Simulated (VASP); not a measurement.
Input:

```xyz
3
Lattice="0.0000 3.1000 3.1000 3.1000 0.0000 3.1000 3.1000 3.1000 0.0000" Properties=species:S:1:pos:R:3 pbc="T T T"
Ba     0.0000     0.0000     0.0000
F      1.5500     1.5500     1.5500
F      4.6500     4.6500     4.6500
```

Calculation: PBE GGA, VASP's PBE PAW potentials (set 64) (plane waves; VASP). Run with 520 eV cut-off, 7×7×7 Γ-centred mesh, Gaussian smearing of 0.050 eV, potentials Ba_sv F.

Energy and stress use the plane-wave basis of the starting cell.

Task: The ions, cell shape and volume are relaxed. Which structure does the run end with?

Result: 
```xyz
3
Lattice="0.0000 3.1398 3.1398 3.1398 0.0000 3.1398 3.1398 3.1398 0.0000" Properties=species:S:1:pos:R:3 pbc="T T T"
Ba     0.0000     0.0000     0.0000
F      1.5699     1.5699     1.5699
F      4.7097     4.7097     4.7097
```
Space group Fm-3m (225), at a tolerance of 0.03 Å.

Task: How do energy and volume change from the first to the last step?

Result: The energy (σ→0) changes by -5.5 meV/atom and the volume by +3.9 %, in 3 ionic steps.

The compound is BaF2 in the fluorite structure. This run relaxes it. Symmetry was kept, so distortions that lower it aren't found.
